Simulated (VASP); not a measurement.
```xyz
1
Lattice="0.0000 3.0092 3.0092 3.0092 0.0000 3.0092 3.0092 3.0092 0.0000" Properties=species:S:1:pos:R:3 pbc="T T T"
Sr     0.0000     0.0000     0.0000
```

The numbers are results of PBE GGA, VASP's PBE PAW potentials (set 64) (plane waves; VASP), not measurements. Numerical set-up: 480 eV cut-off, 8×8×8 Γ-centred mesh, Gaussian smearing of 0.050 eV, potentials Sr_sv.

Energy and stress use the plane-wave basis of the starting cell.

Task: The ions, cell shape and volume at an external pressure of 2.0 GPa are relaxed. Which structure does the run end with?

Result: 
```xyz
1
Lattice="0.0000 2.8801 2.8801 2.8801 0.0000 2.8801 2.8801 2.8801 0.0000" Properties=species:S:1:pos:R:3 pbc="T T T"
Sr     0.0000     0.0000     0.0000
```
Space group Fm-3m (225), at a tolerance of 0.03 Å.

Task: How do energy and volume change from the first to the last step?

Result: The energy (σ→0) changes by +37.0 meV/atom and the volume by -12.3 %, in 3 ionic steps.

The compound is Sr in the fcc structure. This run relaxes it under an external pressure of 2 GPa. Symmetry was kept, so distortions that lower it aren't found.
